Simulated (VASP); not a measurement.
Input for VASP

**INCAR**
```
# general
SYSTEM   =  Os
PREC     =  Accurate
ENCUT    =  300   # plane-wave cut-off (eV)
LREAL    =  F   # projection in real space or not
LASPH    =  T   # aspherical one-centre terms

# electronic loop
EDIFF    =  1E-6
NELM     =  100
ALGO     =  Normal
LMAXMIX  =  6   # l cut-off of mixed one-centre charges

# smearing
ISMEAR   =  0   # Gaussian
SIGMA    =  0.1   # width (eV)

# functional
GGA      =  PE   # PBE

# ions
ISIF     =  2

# output
LWAVE    =  F
LCHARG   =  F
```

**POSCAR**
```
Os
17.522560
  0.1553998388   0.0000000000   0.0000000000
 -0.0776999480   0.1345802212   0.0000000000
  0.0000000000   0.0000000000   0.5000000000
Os
4
Direct
  0.0180190000  -0.0014300000  -0.0003100000
 -0.0098170000   0.0057300000   0.5059950000
  0.3234620000   0.6579430000   0.2480100000
  0.6683360000   0.3377570000   0.7463050000
```

KPOINTS:
```
Regular mesh
0
G
7 7 2
```

POTCAR, in this order: Os (PBE.64 set). Program: vasp_std.

Question: Translate this PBE calculation to Quantum ESPRESSO's pw.x.

Answer: One equivalent input (not run):
```
&CONTROL
  calculation = 'scf'
  pseudo_dir = './pseudo'
  outdir = './out'
  tprnfor = .true.
  tstress = .true.
/
&SYSTEM
  ibrav = 0
  nat = 4
  ntyp = 1
  ecutwfc = 74
  occupations = 'smearing'
  smearing = 'gaussian'
  degauss = 0.00735
  input_dft = 'pbe'
/
&ELECTRONS
  conv_thr = 7.3e-08
  electron_maxstep = 100
/
ATOMIC_SPECIES
  Os 190.230 Os.upf
CELL_PARAMETERS angstrom
     2.7230030    0.0000000    0.0000000
    -1.3615020    2.3581900    0.0000000
     0.0000000    0.0000000    8.7612800
ATOMIC_POSITIONS crystal
  Os   0.0180190 -0.0014300 -0.0003100
  Os  -0.0098170  0.0057300  0.5059950
  Os   0.3234620  0.6579430  0.2480100
  Os   0.6683360  0.3377570  0.7463050
K_POINTS automatic
  7 7 2 0 0 0
```
What does not carry over: the potentials are each code's own (VASP's PAW set, PseudoDojo norm-conserving files in pw.x), so ENCUT and ecutwfc are chosen apart and not converted; conv_thr bounds pw.x's estimated SCF error, while EDIFF bounds the energy change between steps.

The structure was generated: Os was put into an ordered model structure, which need not be its known phase. The cell was not relaxed at this level, atoms are displaced from their ideal sites. The k-mesh is coarse (spacing up to 0.38 per Å, 2π included), so the numbers may not be converged in it.
